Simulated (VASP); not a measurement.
Computed with r2SCAN meta-GGA, VASP's PBE PAW potentials (set 64) (plane waves; VASP 6.6.1).

VASP input:

KPOINTS:
```
Automatic mesh
0
Gamma
6 4 1
0 0 0
```

### INCAR
```
! general
SYSTEM =LiCl(110) slab
PREC   =Normal
ENCUT  =450
LREAL  =.FALSE.
LASPH  =.TRUE.

! electronic loop
EDIFF  =1E-6
NELM   =100
NELMIN =4
ALGO   =Normal
LMIXTAU=.TRUE.

! smearing
ISMEAR =0
SIGMA  =0.05

! functional
METAGGA=R2SCAN

! output
LWAVE  =.FALSE.
LCHARG =.FALSE.
LORBIT =11
LVHAR  =.TRUE.

! other
LDIPOL =.TRUE.
IDIPOL =3
DIPOL  =0.5 0.5 0.5
```

POSCAR:
```
LiCl(110) slab
3.600570
  0.9999999391   0.0000000000   0.0000000000
  0.0000000000   1.4142134199   0.0000000000
  0.0000000000   0.0000000000   7.1270817821
Li Cl
6 6
Direct
  0.0000000000   0.0000000000   0.3349738866
  0.5000000000   0.5000000000   0.3858282002
  0.0000000000   0.0000000000   0.4698097279
  0.5000000000   0.5000000000   0.5301902721
  0.0000000000   0.0000000000   0.6141717998
  0.5000000000   0.5000000000   0.6650261134
  0.5000000000   0.0000000000   0.3941931499
  0.0000000000   0.5000000000   0.3221891881
  0.5000000000   0.0000000000   0.5357838878
  0.0000000000   0.5000000000   0.4642161122
  0.5000000000   0.0000000000   0.6778108119
  0.0000000000   0.5000000000   0.6058068501
```

POTCAR, in this order: Li_sv Cl (PBE.64 set). Program: vasp_std. Read from the step before: WAVECAR.

The resulting files:

File OUTCAR:
```
 ion  position               nearest neighbor table
   1  0.000  0.000  0.335-   7 2.36   7 2.36   8 2.57   8 2.57
   2  0.500  0.500  0.386-   8 2.43   8 2.43   7 2.56   7 2.56
   3  0.000  0.000  0.470-   9 2.47   9 2.47  10 2.55  10 2.55
   4  0.500  0.500  0.530-  10 2.47  10 2.47   9 2.55   9 2.55
   5  0.000  0.000  0.614-  11 2.43  11 2.43  12 2.56  12 2.56
   6  0.500  0.500  0.665-  12 2.36  12 2.36  11 2.57  11 2.57
   7  0.500  0.000  0.394-   1 2.36   1 2.36   2 2.56   2 2.56
   8  0.000  0.500  0.322-   2 2.43   2 2.43   1 2.57   1 2.57
   9  0.500  0.000  0.536-   3 2.47   3 2.47   4 2.55   4 2.55
  10  0.000  0.500  0.464-   4 2.47   4 2.47   3 2.55   3 2.55
  11  0.500  0.000  0.678-   5 2.43   5 2.43   6 2.57   6 2.57
  12  0.000  0.500  0.606-   6 2.36   6 2.36   5 2.56   5 2.56
  LATTYP: Found a simple orthorhombic cell.
 ALAT       =     3.6005697807
 B/A-ratio  =     1.4142135061
 C/A-ratio  =     7.1270822161
 Subroutine PRICEL returns:
 Original cell was already a primitive cell.
 Subroutine GETGRP returns: Found  8 space group operations
The static configuration has the point symmetry C_2v.
 The point group associated with its full space group is D_2h.
The dynamic configuration has the point symmetry C_2v.
 Subroutine INISYM returns: Found  8 space group operations
 Subroutine IBZKPT returns following result:
 Found     12 irreducible k-points:

 Following reciprocal coordinates:
            Coordinates               Weight
  0.000000  0.000000  0.000000      1.000000
  0.166667  0.000000  0.000000      2.000000
  0.333333  0.000000  0.000000      2.000000
  0.500000  0.000000  0.000000      1.000000
  0.000000  0.250000  0.000000      2.000000
  0.166667  0.250000  0.000000      4.000000
  0.333333  0.250000  0.000000      4.000000
  0.500000  0.250000  0.000000      2.000000
  0.000000  0.500000  0.000000      1.000000
  0.166667  0.500000  0.000000      2.000000
  0.333333  0.500000  0.000000      2.000000
...
```

### OSZICAR
```
       N       E                     dE             d eps       ncg     rms          rms(c)
DAV:   1    -0.746784388856E+02   -0.74678E+02   -0.32202E-06   729   0.158E-02    0.802E-04
DAV:   2    -0.746784325379E+02    0.63478E-05   -0.28538E-07   759   0.426E-03    0.327E-04
DAV:   3    -0.746784365350E+02   -0.39972E-05   -0.24070E-07   645   0.425E-03    0.222E-04
DAV:   4    -0.746784265877E+02    0.99473E-05   -0.40664E-07   618   0.567E-03    0.108E-04
DAV:   5    -0.746784407539E+02   -0.14166E-04   -0.56883E-07   618   0.710E-03    0.104E-04
DAV:   6    -0.746784311299E+02    0.96240E-05   -0.32276E-07   610   0.531E-03    0.523E-05
DAV:   7    -0.746784330758E+02   -0.19459E-05   -0.14645E-07   610   0.308E-03    0.397E-05
DAV:   8    -0.746784321388E+02    0.93702E-06   -0.13771E-07   610   0.321E-03
   1 F= -.74678432E+02 E0= -.74678432E+02  d E =-.110779E-23
```

**OUTCAR**
```
------------------------ aborting loop because EDIFF is reached ----------------------------------------
  FORCE on cell =-STRESS in cart. coord.  units (eV):
  Direction    XX          YY          ZZ          XY          YZ          ZX
  --------------------------------------------------------------------------------------
  Total        1.3632793     -4.1692003     -0.6202937      0.0000000      0.0000000      0.0000000
  in kB        4.6425329    -14.1978602     -2.1123579      0.0000000      0.0000000      0.0000000
  external PRESSURE =      -3.8892284 kB  Pullay stress =       0.0000000 kB
  volume of cell :      470.48
      direct lattice vectors                 reciprocal lattice vectors
     3.600569781  0.000000000  0.000000000     0.277733820  0.000000000  0.000000000
     0.000000000  5.091974413  0.000000000     0.000000000  0.196387475  0.000000000
     0.000000000  0.000000000 25.661556852     0.000000000  0.000000000  0.038968797
 POSITION                                       TOTAL-FORCE (eV/Angst)
 -----------------------------------------------------------------------------------
      0.00000      0.00000      8.59595         0.000000      0.000000      0.006072
      1.80028      2.54599      9.90095         0.000000      0.000000     -0.014531
      0.00000      0.00000     12.05605         0.000000      0.000000      0.026479
      1.80028      2.54599     13.60551         0.000000      0.000000     -0.026479
      0.00000      0.00000     15.76060         0.000000      0.000000      0.014531
      1.80028      2.54599     17.06561         0.000000      0.000000     -0.006072
      1.80028      0.00000     10.11561         0.000000      0.000000      0.010881
      0.00000      2.54599      8.26788         0.000000      0.000000      0.014937
      1.80028      0.00000     13.74905         0.000000      0.000000     -0.002515
      0.00000      2.54599     11.91251         0.000000      0.000000      0.002515
      1.80028      0.00000     17.39368         0.000000      0.000000     -0.014937
      0.00000      2.54599     15.54595         0.000000      0.000000     -0.010881
 -----------------------------------------------------------------------------------
    total drift:                                0.000000      0.000000      0.000000
  FREE ENERGIE OF THE ION-ELECTRON SYSTEM (eV)
  ---------------------------------------------------
  free  energy   TOTEN  =       -74.6784321388 eV

  energy  without entropy=      -74.6784321388  energy(sigma->0) =      -74.67843214

 total charge

# of ion       s       p       d       tot
------------------------------------------
    1        2.005   0.012   0.000   2.017
    2        2.005   0.012   0.000   2.017
    3        2.004   0.012   0.000   2.015
    4        2.004   0.012   0.000   2.015
    5        2.005   0.012   0.000   2.017
    6        2.005   0.012   0.000   2.017
    7        1.596   3.639   0.000   5.235
    8        1.594   3.609   0.000   5.203
    9        1.596   3.627   0.000   5.223
   10        1.596   3.627   0.000   5.223
   11        1.594   3.609   0.000   5.203
   12        1.596   3.639   0.000   5.235
--------------------------------------------------
tot         21.599  21.821   0.000  43.420
```
(Selected blocks of OUTCAR.)

### OUTCAR
```
 val. band max:       -3.7464672335   @ k =   0.0000   0.0000   0.0000

 cond. band min:       2.2307001751   @ k =   0.0000   0.0000   0.0000


 Fermi energy:        -3.3962536428

 k-point     1 :       0.0000    0.0000    0.0000
  band No.  band energies     occupation
      1     -49.4000      2.00000
      2     -49.4000      2.00000
      3     -49.0238      2.00000
      4     -49.0208      2.00000
      5     -48.7335      2.00000
      6     -48.7335      2.00000
      7     -18.2132      2.00000
      8     -18.0841      2.00000
      9     -17.6552      2.00000
     10     -17.3575      2.00000
     11     -16.9681      2.00000
     12     -16.9680      2.00000
     13      -7.0366      2.00000
     14      -6.6302      2.00000
     15      -6.2770      2.00000
     16      -6.0609      2.00000
     17      -5.8871      2.00000
     18      -5.7575      2.00000
     19      -5.3116      2.00000
     20      -5.2573      2.00000
     21      -5.1383      2.00000
     22      -5.0439      2.00000
     23      -4.6075      2.00000
     24      -4.5880      2.00000
     25      -4.5734      2.00000
     26      -4.3170      2.00000
     27      -4.2816      2.00000
     28      -4.1586      2.00000
     29      -3.7468      2.00000
     30      -3.7465      2.00000
     31       2.2307      0.00000
     32       2.3079      0.00000
     33       3.4660      0.00000
     34       3.8713      0.00000
     35       3.9427      0.00000
     36       4.5126      0.00000
     37       4.6812      0.00000

 k-point     2 :       0.1667    0.0000    0.0000
  band No.  band energies     occupation
      1     -49.3998      2.00000
      2     -49.3998      2.00000
      3     -49.0233      2.00000
      4     -49.0208      2.00000
      5     -48.7333      2.00000
      6     -48.7333      2.00000
      7     -18.1287      2.00000
      8     -18.0119      2.00000
      9     -17.6017      2.00000
     10     -17.3439      2.00000
     11     -16.9277      2.00000
...
```

At this cut-off the stress carries a Pulay error, which pulls relaxed volumes low.

The cell is a thin slab with vacuum, built from LiCl (rock salt): (110) face.
